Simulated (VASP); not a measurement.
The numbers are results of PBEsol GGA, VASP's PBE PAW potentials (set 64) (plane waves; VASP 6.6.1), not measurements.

The input files of a VASP run:

### INCAR
```
LWAVE = F
SIGMA = 0.272   ! width (eV)
SYSTEM = LaGa3Cu
LASPH = T   ! aspherical one-centre terms
ENCUT = 300
GGA = PS
LCHARG = F
ISMEAR = 0   ! Gaussian
LREAL = F   ! projection in real space or not
LMAXMIX = 6   ! l cut-off of mixed one-centre charges
ALGO = Normal   ! blocked Davidson
EDIFF = 1E-6
PREC = Accurate
NELM = 100   ! most electronic steps
ISIF = 2   ! forces and stress, cell fixed
```

POSCAR:
```
LaGa3Cu
1
   -2.1268650000     2.1268650000     5.2601000000
    2.1268650000    -2.1268650000     5.2601000000
    2.1268650000     2.1268650000    -5.2601000000
La Ga Cu
1 3 1
Direct
  0.0000000000   0.0000000000   0.0000000000
  0.6199800000   0.6199800000   0.0000000000
  0.3800200000   0.3800200000   0.0000000000
  0.7500000000   0.2500000000   0.5000000000
  0.2500000000   0.7500000000   0.5000000000
```

### KPOINTS
```
kpoints
0
Gamma
 7 7 7
0 0 0
```

POTCAR, in this order: La Ga_d Cu (PBE.64 set). Program: vasp_std.

What VASP printed:

File OSZICAR:
```
       N       E                     dE             d eps       ncg     rms          rms(c)
DAV:   1     0.434708478825E+03    0.43471E+03   -0.18997E+04  2904   0.210E+03
DAV:   2     0.577311338234E+02   -0.37698E+03   -0.36051E+03  3212   0.463E+02
DAV:   3    -0.178198690345E+02   -0.75551E+02   -0.72281E+02  3596   0.193E+02
DAV:   4    -0.252053174137E+02   -0.73854E+01   -0.71304E+01  4884   0.543E+01
DAV:   5    -0.256576683418E+02   -0.45235E+00   -0.44837E+00  5216   0.124E+01    0.201E+01
DAV:   6    -0.316045524361E+02   -0.59469E+01   -0.26707E+02  4104   0.177E+02    0.175E+01
DAV:   7    -0.236246400944E+02    0.79799E+01   -0.52542E+01  3800   0.129E+02    0.756E+00
DAV:   8    -0.229465156570E+02    0.67812E+00   -0.89775E+00  4064   0.301E+01    0.446E+00
DAV:   9    -0.224397565761E+02    0.50676E+00   -0.44504E+00  4584   0.246E+01    0.734E-01
DAV:  10    -0.226021476774E+02   -0.16239E+00   -0.14031E+00  4600   0.137E+01    0.261E+00
DAV:  11    -0.224841905928E+02    0.11796E+00   -0.80829E-01  4896   0.109E+01    0.289E-01
DAV:  12    -0.224884598536E+02   -0.42693E-02   -0.64016E-02  4192   0.160E+00    0.140E-01
DAV:  13    -0.224885287534E+02   -0.68900E-04   -0.43275E-03  5400   0.579E-01    0.777E-02
DAV:  14    -0.224884434450E+02    0.85308E-04   -0.57210E-04  4356   0.252E-01    0.344E-02
DAV:  15    -0.224884300801E+02    0.13365E-04   -0.18698E-04  5192   0.139E-01    0.227E-02
DAV:  16    -0.224884195793E+02    0.10501E-04   -0.64386E-05  4560   0.138E-01    0.647E-03
DAV:  17    -0.224884215200E+02   -0.19407E-05   -0.15532E-05  4680   0.377E-02    0.615E-03
DAV:  18    -0.224884213319E+02    0.18806E-06   -0.12252E-06  2384   0.124E-02
   1 F= -.22488421E+02 E0= -.22461881E+02  d E =-.530797E-01
```

File OUTCAR:
```
------------------------ aborting loop because EDIFF is reached ----------------------------------------
  FORCE on cell =-STRESS in cart. coord.  units (eV):
  Direction    XX          YY          ZZ          XY          YZ          ZX
  --------------------------------------------------------------------------------------
  Total       -1.6106248     -1.6106248     -1.6579928      0.0000000      0.0000000      0.0000000
  in kB      -27.1125970    -27.1125970    -27.9099700      0.0000000      0.0000000      0.0000000
  external PRESSURE =     -27.3783880 kB  Pullay stress =       0.0000000 kB
  volume of cell :       95.18
      direct lattice vectors                 reciprocal lattice vectors
    -2.126865000  2.126865000  5.260100000     0.000000000  0.235087794  0.095055227
     2.126865000 -2.126865000  5.260100000     0.235087794  0.000000000  0.095055227
     2.126865000  2.126865000 -5.260100000     0.235087794  0.235087794  0.000000000
 POSITION                                       TOTAL-FORCE (eV/Angst)
 -----------------------------------------------------------------------------------
      0.00000      0.00000      0.00000         0.000000     -0.000000     -0.000000
      0.00000      0.00000      6.52231        -0.000000      0.000000     -0.051673
      0.00000      0.00000      3.99789        -0.000000      0.000000      0.051673
      0.00000      2.12686      2.63005         0.000000     -0.000000     -0.000000
      2.12686      0.00000      2.63005         0.000000     -0.000000      0.000000
 -----------------------------------------------------------------------------------
    total drift:                                0.000004     -0.000004     -0.000000
  FREE ENERGIE OF THE ION-ELECTRON SYSTEM (eV)
  ---------------------------------------------------
  free  energy   TOTEN  =       -22.4884213319 eV

  energy  without entropy=      -22.4353415856  energy(sigma->0) =      -22.46188146
```
(Selected blocks of OUTCAR.)

OUTCAR:
```
 val. band max:        7.2063622908   @ k =   0.2857   0.1429   0.0000

 cond. band min:       7.2521863986   @ k =  -0.4286   0.4286   0.4286


 Fermi energy:         7.2142074837

 k-point     1 :       0.0000    0.0000    0.0000
  band No.  band energies     occupation
      1     -25.2840      2.00000
      2      -9.1427      2.00000
      3      -8.9397      2.00000
      4      -8.9397      2.00000
      5      -7.6956      2.00000
      6      -7.6956      2.00000
      7      -7.6878      2.00000
      8      -7.6743      2.00000
      9      -7.6370      2.00000
     10      -7.4331      2.00000
     11      -7.3235      2.00000
     12      -7.3235      2.00000
     13      -7.3220      2.00000
     14      -7.3121      2.00000
     15      -7.3014      2.00000
     16      -7.2567      2.00000
     17      -7.2322      2.00000
     18      -7.2322      2.00000
     19      -7.1545      2.00000
     20      -2.8882      2.00000
     21       2.0233      2.00000
     22       2.2558      2.00000
     23       4.0666      2.00000
     24       4.0666      2.00000
     25       4.2773      2.00000
     26       4.5008      2.00000
     27       4.6305      2.00000
     28       5.3492      2.00000
     29       5.3492      2.00000
     30       6.6028      1.99852
     31       7.0603      1.57631
     32       8.3856      0.00000
     33       8.3857      0.00000
     34       9.4947      0.00000
     35       9.4985      0.00000
     36       9.5015      0.00000

 k-point     2 :       0.1429    0.0000   -0.0000
  band No.  band energies     occupation
      1     -25.2808      2.00000
      2      -9.1360      2.00000
      3      -9.0094      2.00000
      4      -8.9388      2.00000
      5      -7.7183      2.00000
      6      -7.6958      2.00000
      7      -7.6885      2.00000
      8      -7.6437      2.00000
      9      -7.6300      2.00000
     10      -7.4405      2.00000
     11      -7.3597      2.00000
     12      -7.3397      2.00000
...
```

At this cut-off the stress carries a Pulay error, which pulls relaxed volumes low.

The structure comes from a computed database's LaGa3Cu entry; how it stands against other phases isn't given here. The cell was not relaxed at this level. The run is one of a series of settings (GGA = PS, POTCAR La Ga_d Cu (PBE.64 set) against the base run), some of them coarse on purpose. The electron count is odd and the run is not spin-polarised, which forces a metal.
